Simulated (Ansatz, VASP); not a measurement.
## NaCl (Halite) in two plane-wave programs

Aim: how closely do two programs agree when they are given the same cell, functional and k mesh? The cell is taken from a series of runs on this material, whose earlier steps may have relaxed, scaled, displaced or heated it; both programs get it as it stands.

Program: Ansatz 0.2.0. Level of theory: plane waves, with VASP 6.6.1 beside it; HSE06. Results are calculated unless marked as measured.

## 1. Starting point

The structure is cubic, space group Fm-3m (No. 225). The conventional cell has a = 5.695 Å, b = 5.695 Å, c = 5.695 Å, α = 90.00°, β = 90.00°, γ = 90.00°. Nearest to Na lie 6 Cl at 2.85 Å. Nearest to Cl lie 6 Na at 2.85 Å. Farther neighbours and most contacts between anions are not listed.

## 2. Ansatz: single point, HSE06

Ansatz runs on its default PAW (the set named soft_2) files.

With cell and atoms fixed, the geometry can't cause a difference; cores, projectors, grids and the points listed under the comparison can.

input.yaml

```yaml
crystal:
  lattice:
    - [0.0, 2.847494635, 2.847494635]
    - [2.847494635, 0.0, 2.847494635]
    - [2.847494635, 2.847494635, 0.0]
  atoms:
    - { symbol: Na, position: [0.0, 0.0, 0.0] }
    - { symbol: Cl, position: [0.5, 0.5, 0.5] }
kpoints:
  mp_grid: { grid: [4, 4, 4] }
  band_path:
    path:
      - [0.0, 0.0, 0.0]
      - [0.5, 0.0, 0.5]
      - [0.625, 0.25, 0.625]
      - [0.375, 0.375, 0.75]
      - [0.5, 0.5, 0.5]
      - [0.5, 0.25, 0.75]
    npoints: 1
hamiltonian:
  xc: hse06
scf:
  occupations: { method: fixed }
  n_extra_bands: 4
output:
  eigenvalues: true
```

Started as:

```sh
$ ansatz run input.yaml --threads 3 --pin off --max-ram 92160MiB --backend cuda --events-out ev --progress --plain --runs-dir out --devices 1 --max-vram 13GiB
```

Numbers of over 12 decimals in the logs are rounded to 6 here.

Output:

```text
scf.n_extra_bands = 4 over 8 filled bands (N_el = 16.0): the run solves 12 bands
GPUs: using 1 of 1 available (devices: 1).
Engine: ansatz 0.2.0, x86_64-unknown-linux-gnu
Pseudopotentials: kind: paw
Pseudopotential: Na, paw, valence charge 9, recommended cutoff 420 eV (normal), Na.paw.azcp
Pseudopotential: Cl, paw, valence charge 7, recommended cutoff 420 eV (normal), Cl.paw.azcp
Functional definition: HSE06
  parameter a = 0.25
  parameter omega = 0.11/bohr
  exchange = pbe_x - a*pbe_x_sr(omega) + a*exact_x_sr(omega)
  correlation = pbe_c
davidson cushion auto → on  (no smearing: the cushion is to keep the highest requested band from converging to the state above it; pin scf.eigensolver.cushion to override)
device memory: the entry about to start is reckoned to put 0.8 GiB on a device that reports 48.9 GiB free (of which the cap on the GPU budget leaves the run 13.0 GiB)
GPU FFT provider: cuFFT
GPU libraries: cuBLAS 13.8.2, cuFFT 12.4.0, cuSOLVER 12.3.4
Crystal: 2 atoms, lattice volume = 46.176 Å³
Basis set: ecut = 420 eV, 893 PW (Γ)
Bands: 12, of which v1, the nominal top of the filled ones, is band 8 counted from 1 (7 counted from 0)
Symmetry: 48 space group operations
Space group: Fm-3m (ITA 225), of the structure as read, at distance tolerance 3.6e-5 Å
k-points: 8 of 64
Non-local potential: Na, projectors of the file, l = 0: 3, l = 1: 2, l = 2: 1
Non-local potential: Cl, projectors of the file, l = 0: 2, l = 1: 2, l = 2: 2
PAW form: soft (Blöchl's): semilocal exchange-correlation on the pseudo side does not see the compensation charge
PAW frozen core: Na, regenerated for the run's functional, and the local potential with it (the file was generated under x = pbe(κ = 0.804, μ = 0.219515), c = pbe(β = 0.066725))
PAW frozen core: Cl, regenerated for the run's functional, and the local potential with it (the file was generated under x = pbe(κ = 0.804, μ = 0.219515), c = pbe(β = 0.066725))
PAW one-centre angular grid: Na, 110 points (default); XC on 96 Gauss nodes
PAW one-centre angular grid: Cl, 110 points (default); XC on 64 Gauss nodes
Initial density: superposition of atomic densities (neutral atoms: chi_scale 0, normalization atom), corrected by the library's trained network
Initial wavefunctions: pseudopotential atomic-orbital guess
GPU buffer pool allocated for 19683 grid points (all kernels)
GPU transforms: local potential and band sums: pruned to the plane-wave sphere, on 25×27×27
Functional: x = pbe(κ = 0.804, μ = 0.219515), c = pbe(β = 0.066725), warm-up for x = pbe(κ = 0.804, μ = 0.219515) + 0.25 (exact − pbe) at short range (hse, ω = 0.207870 Å⁻¹), c = pbe(β = 0.066725); HSE06 as pw.x's `hse` composes it (authors' and Libxc's form: `xc: wpbeh`)
SCF iter   1: F=—  HF=-2569.552067 eV  |F-HF|=—  |Δ(HF+E_count)|=         —  Δρ=5.40e-4  dr2=1.63e-4  ethr=1.77e-3  ⟨swp⟩=2.4  Hψ=695  notcnv=0
preconditioner: auto → none  [insulator: Δε(μ)=4.986 eV  Ē_g=13.448 eV  n_scr=14 (ndim 8)  ℏωp=15.5 eV  f_vac=0.036]
iter 2 solved again at ethr=1.31e-8 eV; its pass at ethr=1.02e-6 eV (dr2=2.10e-6 eV) is discarded
SCF iter   2: F=-2569.551990 eV  HF=-2569.551992 eV  |F-HF|=1.80e-6  |Δ(HF+E_count)|=   7.56e-5  Δρ=8.02e-5  dr2=2.10e-6  ethr=1.31e-8  ⟨swp⟩=3.1  Hψ=555  notcnv=0
SCF 1 stopped early in 2 iterations: F = -2569.551990 eV  dr2 = 2.10e-6
  greatest PAW one-centre occupation: 0.999 electrons in one spin orbital (limit 2), on the Na atom at site 0 (counted from 0), in its partial waves of l = 0
device memory: the entry about to start is reckoned to put 1.4 GiB on a device that reports 49.3 GiB free (of which the cap on the GPU budget leaves the run 13.0 GiB)
GPU FFT provider: cuFFT
GPU libraries: cuBLAS 13.8.2, cuFFT 12.4.0, cuSOLVER 12.3.4
Initial density: handed on by an earlier stage of this run
Initial wavefunctions: those handed on with the density
GPU buffer pool allocated for 19683 grid points (all kernels)
GPU transforms: local potential and band sums: pruned to the plane-wave sphere, on 25×27×27
Functional: x = pbe(κ = 0.804, μ = 0.219515) + 0.25 (exact − pbe) at short range (hse, ω = 0.207870 Å⁻¹), c = pbe(β = 0.066725); HSE06 as pw.x's `hse` composes it (authors' and Libxc's form: `xc: wpbeh`)
Exchange kernel: α = 0.2500, screened, ω = 0.2079 Å⁻¹, Wigner–Seitz truncation, v(0) = 1027.8259 eV·Å³, q-mesh 4×4×4, nearest image of the exchange supercell L = 16.11 Å, pair-density grid 15×15×15, without the augmentation charges, whose exchange is taken in its separable form by FFT convolution over the k-point mesh (sized by the pseudopotential files, 24×24×24 at the most), smooth part of the exact exchange by density-matrix convolution in up to 840.9 MiB of GPU memory as planned if the GPU has room (build and FFT work areas not counted)
Frozen-core exchange: fock
SCF iter   1: F=—  HF=-2570.496904 eV  |F-HF|=—  |Δ(HF+E_count)|=         —  Δρ=4.82e-3  dr2=5.89e-3  ethr=1.31e-7  ⟨swp⟩=7.1  Hψ=527  notcnv=0
preconditioner: auto → none  [insulator: Δε(μ)=6.334 eV  Ē_g=15.271 eV  n_scr=14 (ndim 8)  ℏωp=15.5 eV  f_vac=0.036]
SCF iter   2: F=—  HF=-2570.493887 eV  |F-HF|=—  |Δ(HF+E_count)|=   3.02e-3  Δρ=1.37e-3  dr2=6.79e-4  ethr=1.31e-7  ⟨swp⟩=4.0  Hψ=382  notcnv=0
SCF iter   3: F=—  HF=-2570.495544 eV  |F-HF|=—  |Δ(HF+E_count)|=   1.66e-3  Δρ=6.67e-4  dr2=1.34e-4  ethr=1.31e-7  ⟨swp⟩=4.0  Hψ=356  notcnv=0
SCF iter   4: F=—  HF=-2570.495506 eV  |F-HF|=—  |Δ(HF+E_count)|=   3.82e-5  Δρ=1.31e-4  dr2=6.02e-6  ethr=1.31e-7  ⟨swp⟩=3.0  Hψ=320  notcnv=0
SCF iter   5: F=-2570.495506 eV  HF=-2570.495506 eV  |F-HF|=2.62e-8  |Δ(HF+E_count)|=   3.61e-7  Δρ=1.13e-5  dr2=8.04e-7  ethr=3.30e-8  ⟨swp⟩=3.0  Hψ=256  notcnv=0
SCF 2 stopped early in 5 iterations: F = -2570.495506 eV  dr2 = 8.04e-7
hybrid outer 1: dexx = +1.800e-3 eV, tail = 7.74e-6 eV
GPU FFT provider: cuFFT
GPU libraries: cuBLAS 13.8.2, cuFFT 12.4.0, cuSOLVER 12.3.4
GPU buffer pool allocated for 19683 grid points (all kernels)
GPU transforms: local potential and band sums: pruned to the plane-wave sphere, on 25×27×27
Exchange kernel: α = 0.2500, screened, ω = 0.2079 Å⁻¹, Wigner–Seitz truncation, v(0) = 1027.8259 eV·Å³, q-mesh 4×4×4, nearest image of the exchange supercell L = 16.11 Å, pair-density grid 15×15×15, without the augmentation charges, whose exchange is taken in its separable form by FFT convolution over the k-point mesh (sized by the pseudopotential files, 24×24×24 at the most), smooth part of the exact exchange by density-matrix convolution in up to 840.9 MiB of GPU memory as planned if the GPU has room (build and FFT work areas not counted)
Frozen-core exchange: fock
SCF iter   1: F=—  HF=-2570.495449 eV  |F-HF|=—  |Δ(HF+E_count)|=         —  Δρ=4.28e-5  dr2=4.46e-7  ethr=2.42e-7  ⟨swp⟩=2.1  Hψ=226  notcnv=0
preconditioner: auto → none  [insulator: Δε(μ)=6.363 eV  Ē_g=15.278 eV  n_scr=14 (ndim 8)  ℏωp=15.5 eV  f_vac=0.038]
iter 2 solved again at ethr=2.20e-11 eV; its pass at ethr=2.51e-9 eV (dr2=3.52e-9 eV) is discarded
SCF iter   2: F=-2570.495449 eV  HF=-2570.495449 eV  |F-HF|=6.96e-9  |Δ(HF+E_count)|=   1.84e-7  Δρ=5.10e-6  dr2=9.76e-9  ethr=2.20e-11  ⟨swp⟩=3.0  Hψ=552  notcnv=0
SCF 3 converged in 2 iterations: F = -2570.495449 eV  dr2 = 9.76e-9
hybrid outer 2: dexx = +5.857e-8 eV, tail = 2.67e-8 eV, Δε = 2.63e-3 eV (about 2.35e-4 eV left of the loop's levels)
device memory: the entry about to start is reckoned to put 0.3 GiB on a device that reports 44.9 GiB free (of which the cap on the GPU budget leaves the run 13.0 GiB)
NSCF: frozen V_eff on 6 k-points
hybrid SCF converged: 2 outer / 7 inner (+2 warm-up), last move |dexx| = 5.86e-8 eV, tail = 2.67e-8 eV
Stability not checked: this state was not tested for a lower state beside it, because the functional holds exact exchange (a hybrid, or Hartree-Fock), whose exchange loop this test does not read (fock_operator; see scf.lower_state_search)
Free energy (F): -2570.495449 eV
Frozen-core exchange: fock
Harris-Foulkes:  -2570.495449 eV  (|F-HF|=6.96e-9)
Internal energy: -2570.495449 eV  (E = F + TS)
E sigma→0 (E₀):  -2570.495449 eV
Fermi energy:    -0.101023 eV
--- Per-component energies (eV) ---
  E_band       = -276.173525
  E_kinetic    = 283.103232
  E_local      = -1545.797321  (includes V_loc(G=0)·N_el)
  E_nonlocal   = 143.566069
  E_hartree    = 546.296438
  E_xc         = -118.131978
  E_vxc        = -138.175750  (∫ρ·V_xc dr)
  E_exx        = -58.396498  (= α·E_x^exact, valence–valence)
  E_paw        = -893.875982  (= ΣΔE_a)
  E_vpaw       = 5.331199  (= ΣTr[D̂ρ^β])
  E_aug_tail   = 0.000057  (compensation charges beyond the density's cutoff)
  E_ewald      = -927.114404
  E_core_change = -0.145062  (= ΣΔE_core)
  E_smearing   = -0.000000  (= −TS)
  E_closure    = -0.000000  (closes the sum)
  Σ components = -2570.495449   (vs F -2570.495449, Δ=0.00e0)
--- Band table (eV; the first three rows and the last of 8) ---
  k-point 0: bands = [... 4 lower, -13.8758, -0.1010, -0.1010, -0.1010, 6.2622, 12.4117, 12.4117, 12.4117]
  k-point 1: bands = [... 4 lower, -13.7149, -1.1912, -0.2383, -0.2383, 7.7426, 11.2614, 12.6959, 12.6959]
  k-point 2: bands = [... 4 lower, -13.5449, -2.0461, -0.3686, -0.3686, 8.4586, 11.9007, 12.2648, 12.2648]
  k-point 7: bands = [... 4 lower, -13.4762, -1.3078, -1.3078, -0.8557, 10.1084, 10.9305, 10.9305, 12.6393]
```

Reading the cycles: dr2 is the Hartree energy of the density residual (eV), the measure of convergence; HF is the Harris–Foulkes estimate of the energy, which meets the free energy F at convergence.

## 3. VASP: single point, HSE06

The same cell, functional and mesh now go to VASP, with its own data sets.

Lines of VASP's logs that name or quote its potential files are left out, and so is its time.

The run reads the wave functions of an earlier VASP run, which isn't shown here.

INCAR

```
SYSTEM = NaCl
PREC = Accurate
ENCUT = 400
EDIFF = 1E-06
NELM = 100
ISMEAR = 0
SIGMA = 0.01
LREAL = .FALSE.
ALGO = Normal
LHFCALC = .TRUE.
AEXX = 0.25
GGA = PE
HFSCREEN = 0.208
LASPH = .TRUE.
NBANDS = 13
PRECFOCK = Fast
LORBIT = 11
LWAVE = .FALSE.
LCHARG = .FALSE.
KPAR = 4
ISIF = 2
```

POSCAR

```
NaCl
1.0
    0.0000000000      2.8474946350      2.8474946350
    2.8474946350      0.0000000000      2.8474946350
    2.8474946350      2.8474946350      0.0000000000
Na Cl
1 1
Direct
    0.0000000000      0.0000000000      0.0000000000
    0.5000000000      0.5000000000      0.5000000000
```

KPOINTS

```
Automatic mesh
0
Gamma
4 4 4
0 0 0
```

Potentials, in the order of the species: Na_pv and Cl (PBE family, release 64).

Started as:

```sh
$ mpirun -np 4 vasp_std
```

Output:

```text
[banner, memory and clock lines left out]
running    4 mpi-ranks, on    1 nodes
 distrk:  each k-point on    1 cores,    4 groups
 distr:  one band on    1 cores,    1 groups

 POSCAR found type information on POSCAR NaCl
 POSCAR found :  2 types and       2 ions
 LDA part: xc-table for (Slater+PW92), standard interpolation
 found WAVECAR, reading the header
 POSCAR, INCAR and KPOINTS ok, starting setup
 FFT: planning ... GRIDC
 FFT: planning ... GRID_SOFT
 FFT: planning ... GRID
 reading WAVECAR
 the WAVECAR file was read successfully
 initial charge from wavefunction
 entering main loop
       N       E                     dE             d eps       ncg     rms          rms(c)
DAV:   1    -0.787552094126E+01   -0.78755E+01   -0.13344E-01   208   0.332E+00    0.433E-01
DAV:   2    -0.787634724523E+01   -0.82630E-03   -0.75529E-03   218   0.112E+00    0.309E-01
DAV:   3    -0.787611549809E+01    0.23175E-03   -0.64372E-04   248   0.371E-01    0.181E-01
DAV:   4    -0.787608669727E+01    0.28801E-04   -0.82798E-05   253   0.131E-01    0.108E-01
DAV:   5    -0.787608430599E+01    0.23913E-05   -0.13610E-05   267   0.466E-02    0.633E-02
DAV:   6    -0.787608482186E+01   -0.51586E-06   -0.27772E-06   228   0.199E-02
   1 F= -.78760848E+01 E0= -.78760848E+01  d E =-.537485E-26
```

From OUTCAR (step 3):

```text
ion  position               nearest neighbor table
   1  0.000  0.000  0.000-
   2  0.500  0.500  0.500-

  LATTYP: Found a face centered cubic cell.
 ALAT       =     5.6949892700

 Subroutine GETGRP returns: Found 48 space group operations
 (whereof 48 operations were pure point group operations)

The static configuration has the point symmetry O_h .

 Found      8 irreducible k-points:

   k-points           NKPTS =      8   k-points in BZ     NKDIM =     64   number of bands    NBANDS=     13

   dimension x,y,z NGX =    28 NGY =   28 NGZ =   28
   dimension x,y,z NGXF=    56 NGYF=   56 NGZF=   56

   ENCUT  =  400.0 eV  29.40 Ry    5.42 a.u.   6.57  6.57  6.57*2*pi/ulx,y,z

   NELECT =      14.0000    total number of electrons

 k-points in reciprocal lattice and weights: Automatic mesh
   0.00000000  0.00000000  0.00000000       0.016
   0.25000000  0.00000000  0.00000000       0.125
   0.50000000  0.00000000  0.00000000       0.062
   0.25000000  0.25000000  0.00000000       0.094
   0.50000000  0.25000000  0.00000000       0.375
  -0.25000000  0.25000000  0.00000000       0.188
   0.50000000  0.50000000  0.00000000       0.047
  -0.25000000  0.50000000  0.25000000       0.094

  exchange ACFDT corr.  =         0.00000000  see jH, gK, PRB 81, 115126

 average (electrostatic) potential at core
       1 -41.3910       2 -89.8256

 E-fermi :  -1.8143

 k-point     1 :       0.0000    0.0000    0.0000
  band No.  band energies     occupation
    ...
      3     -24.8284      2.00000
      4     -15.6689      2.00000
      5      -1.8866      2.00000
      6      -1.8866      2.00000
      7      -1.8866      2.00000
      8       4.4657      0.00000
      9      10.6863      0.00000
     10      10.6863      0.00000
     11      10.6863      0.00000
     12      12.9753      0.00000
    ...

 k-point     2 :       0.2500    0.0000    0.0000
  band No.  band energies     occupation
    ...
      3     -24.8290      2.00000
      4     -15.5072      2.00000
      5      -2.9782      2.00000
      6      -2.0235      2.00000
      7      -2.0235      2.00000
      8       5.9485      0.00000
      9       9.4964      0.00000
     10      10.9685      0.00000
     11      10.9685      0.00000
     12      12.8745      0.00000
    ...

 k-point     3 :       0.5000    0.0000    0.0000
  band No.  band energies     occupation
    ...
      3     -24.8295      2.00000
      4     -15.3362      2.00000
      5      -3.8340      2.00000
      6      -2.1533      2.00000
      7      -2.1533      2.00000
      8       6.6740      0.00000
      9      10.1002      0.00000
     10      10.5254      0.00000
     11      10.5255      0.00000
     12      14.4598      0.00000
    ...

  Total       -0.1878835     -0.1878835     -0.1878835      0.0000000     -0.0000000      0.0000000
  in kB       -6.5189927     -6.5189927     -6.5189927      0.0000000     -0.0000000      0.0000000
  external PRESSURE =      -6.5189927 kB  Pullay stress =       0.0000000 kB

  energy-cutoff  :      400.00
  volume of cell :       46.18
      direct lattice vectors                 reciprocal lattice vectors
     0.000000000  2.847494635  2.847494635    -0.175592956  0.175592956  0.175592956
     2.847494635  0.000000000  2.847494635     0.175592956 -0.175592956  0.175592956
     2.847494635  2.847494635  0.000000000     0.175592956  0.175592956 -0.175592956

 POSITION                                       TOTAL-FORCE (eV/Angst)
 -----------------------------------------------------------------------------------
      0.00000      0.00000      0.00000         0.000000      0.000000      0.000000
      2.84749      2.84749      2.84749        -0.000000     -0.000000     -0.000000
 -----------------------------------------------------------------------------------
    total drift:                                0.000001      0.000001      0.000001

  FREE ENERGIE OF THE ION-ELECTRON SYSTEM (eV)
  ---------------------------------------------------
  free  energy   TOTEN  =        -7.8760848219 eV

  energy  without entropy=       -7.8760848219  energy(sigma->0) =       -7.87608482

 total charge
# of ion       s       p       d       tot
------------------------------------------
    1        0.037   5.981   0.000   6.018
    2        1.581   3.597   0.000   5.178
--------------------------------------------------
tot          1.618   9.578   0.000  11.196

[... 3 further parts left out ...]
```

The run ends at a pressure of -0.65 GPa.

## 4. Differences

Known differences besides the potentials themselves: exact exchange at q = 0 is treated differently, which shows on coarse meshes; VASP keeps PBE cores, Ansatz makes them for the functional; fixed occupations in Ansatz, narrow Gaussian smearing in VASP; the data sets hold 16 valence electrons in Ansatz (on its default PAW (the set named soft_2) files) and 14 in VASP; the cutoff is 420 eV in Ansatz and 400 eV in VASP; VASP takes a coarser grid for exact exchange (PRECFOCK = Fast). Total energies have different zeros and are not compared.

Both answers:

```
              quantity  Ansatz   VASP  difference
gap on the k mesh (eV)   6.363  6.352      +0.011
```

A gap on the mesh is an upper bound, since the band edges may lie between its points.

## 5. Summary of results

```yaml
difference_in_gap_on_the_k_mesh_single_point_hse06: 0.011 eV
```

**Reading.** The difference in gap on the k mesh is 0.011 eV (single point, HSE06), within the 0.08 eV picked in this series as the mark of a large difference. The data sets hold unlike numbers of valence electrons (16 in Ansatz and 14 in VASP), so part of the differences may come from the potentials. Such differences can come from data sets, numerical settings and the points named under the comparisons, not from the functional's error against experiment.

[Lines on the potential files, build, host, timing and source positions are cut from VASP's logs without a mark.]

[Logs are printed without paths, hosts, clocks, repeated set-up lines and the standing remarks that a program may print on its own settings, such as how far it seeks lower states.]

[Hosts, paths, dates, database ids (printed as entryN), source tags and the programs' standing remarks are cut or masked in the printed files.]
